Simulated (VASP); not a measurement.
These are PBEsol GGA, VASP's PBE PAW potentials (set 64) (plane waves; VASP) values and carry that method's errors.

A VASP calculation is set up with these files.

File POSCAR:
```
Ni3Si
7.1933940
  0.5000000000   0.0000000000   0.0000000000
  0.0000000000   0.5000000000   0.0000000000
  0.0000000000   0.0000000000   0.5000000000
Si Ni
1 3
direct
  0.0000000000   0.0000000000   0.0000000000
  0.0000000000   0.5000000000   0.5000000000
  0.5000000000   0.0000000000   0.5000000000
  0.5000000000   0.5000000000   0.0000000000
```

INCAR:
```
# general
SYSTEM =Ni3Si
PREC   =Accurate
ENCUT  =300   # plane-wave cut-off (eV)
LREAL  =.False.   # projection in real space or not
LASPH  =.True.   # aspherical one-centre terms

# electronic loop
EDIFF  =1E-6   # SCF stop (eV)
NELM   =100   # most electronic steps
ALGO   =Normal   # blocked Davidson
LMAXMIX=4

# smearing
ISMEAR =0
SIGMA  =0.272   # width (eV)

# functional
GGA    =PS   # PBEsol

# ions
ISIF   =2

# output
LWAVE  =.False.
LCHARG =.False.
```

File KPOINTS:
```
Automatic mesh
0
Gamma
7 7 7
0 0 0
```

POTCAR, in this order: Si Ni (PBE.64 set). Program: vasp_std.

What VASP printed:

**OSZICAR**
```
       N       E                     dE             d eps       ncg     rms          rms(c)
DAV:   1     0.149334713713E+03    0.14933E+03   -0.11040E+04   840   0.138E+03
DAV:   2    -0.219072892647E+02   -0.17124E+03   -0.16450E+03   840   0.306E+02
DAV:   3    -0.298951349111E+02   -0.79878E+01   -0.76341E+01   961   0.843E+01
DAV:   4    -0.300821963500E+02   -0.18706E+00   -0.18565E+00   968   0.113E+01
DAV:   5    -0.300881218845E+02   -0.59255E-02   -0.59241E-02   980   0.200E+00    0.192E+01
DAV:   6    -0.306584847277E+02   -0.57036E+00   -0.67790E+01   955   0.124E+02    0.194E+01
DAV:   7    -0.260285773448E+02    0.46299E+01   -0.19254E+01   954   0.683E+01    0.350E+00
DAV:   8    -0.260107045884E+02    0.17873E-01   -0.89946E-01   870   0.606E+00    0.137E+00
DAV:   9    -0.259918188243E+02    0.18886E-01   -0.39364E-02  1121   0.271E+00    0.553E-01
DAV:  10    -0.259890186361E+02    0.28002E-02   -0.33966E-03  1041   0.441E-01    0.223E-01
DAV:  11    -0.259886131013E+02    0.40553E-03   -0.76192E-04  1242   0.302E-01    0.513E-02
DAV:  12    -0.259886054042E+02    0.76972E-05   -0.10111E-04   865   0.108E-01    0.144E-02
DAV:  13    -0.259886049569E+02    0.44723E-06   -0.68104E-06   907   0.163E-02
   1 F= -.25988605E+02 E0= -.25950474E+02  d E =-.762617E-01
```

### OUTCAR
```
------------------------ aborting loop because EDIFF is reached ----------------------------------------
  FORCE on cell =-STRESS in cart. coord.  units (eV):
  Direction    XX          YY          ZZ          XY          YZ          ZX
  --------------------------------------------------------------------------------------
  Total       -6.0589808     -6.0589808     -6.0589808     -0.0000000     -0.0000000      0.0000000
  in kB     -208.6404928   -208.6404928   -208.6404928     -0.0000000     -0.0000000      0.0000000
  external PRESSURE =    -208.6404928 kB  Pullay stress =       0.0000000 kB
  volume of cell :       46.53
      direct lattice vectors                 reciprocal lattice vectors
     3.596697000  0.000000000  0.000000000     0.278032873  0.000000000  0.000000000
     0.000000000  3.596697000  0.000000000     0.000000000  0.278032873  0.000000000
     0.000000000  0.000000000  3.596697000     0.000000000  0.000000000  0.278032873
 POSITION                                       TOTAL-FORCE (eV/Angst)
 -----------------------------------------------------------------------------------
      0.00000      0.00000      0.00000         0.000000      0.000000      0.000000
      0.00000      1.79835      1.79835         0.000000      0.000000      0.000000
      1.79835      0.00000      1.79835         0.000000      0.000000      0.000000
      1.79835      1.79835      0.00000         0.000000      0.000000      0.000000
 -----------------------------------------------------------------------------------
    total drift:                               -0.000000     -0.000000      0.000000
  FREE ENERGIE OF THE ION-ELECTRON SYSTEM (eV)
  ---------------------------------------------------
  free  energy   TOTEN  =       -25.9886049569 eV

  energy  without entropy=      -25.9123432759  energy(sigma->0) =      -25.95047412
```
(Selected blocks of OUTCAR.)

At this cut-off the stress carries a Pulay error, which pulls relaxed volumes low.

The structure is a typed Ni3Si crystal (Pm-3m). The cell was not relaxed at this level. The run is one of a series of settings (GGA = PS against the base run), some of them coarse on purpose. The run is not spin-polarised, so no magnetic state was tried.
